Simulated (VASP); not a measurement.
Consider the following.

```xyz
2
Lattice="0.0000 2.4900 2.4900 2.4900 0.0000 2.4900 2.4900 2.4900 0.0000" Properties=species:S:1:pos:R:3 pbc="T T T"
Gd     0.0000     0.0000     0.0000
N      2.4900     2.4900     2.4900
```

All values below come from PBE GGA, VASP's PBE PAW potentials (set 64) (plane waves; VASP). Numerical set-up: 600 eV cut-off, 12×12×12 Γ-centred mesh, first-order Methfessel-Paxton smearing of 0.10 eV, potentials Gd_3 N.

The 4f electrons are frozen in the core of the lanthanide potential, so 4f levels, which can set the real gap, and their magnetism are missing.

Each relaxation starts from this cell; other phases were not tried.

Question: The cell is relaxed at 1 GPa. What happens?

Answer: The volume per atom goes from 15.44 to 15.34 Å³ (-0.7 %), and the cell becomes a = 4.9691 Å, b = 4.9691 Å, c = 4.9691 Å, α = 90.00°, β = 90.00°, γ = 90.00°, space group Fm-3m.

Question: The cell is relaxed at 30 GPa. What happens?

Answer: The volume per atom goes from 15.44 to 13.38 Å³ (-13.3 %), and the cell becomes a = 4.748 Å, b = 4.748 Å, c = 4.748 Å, α = 90.00°, β = 90.00°, γ = 90.00°, space group Fm-3m.

Failed runs are left out, and for metals the shear rows, which the mesh's noise covers.

The compound is GdN in the rock salt structure. The cell was not relaxed at this level.
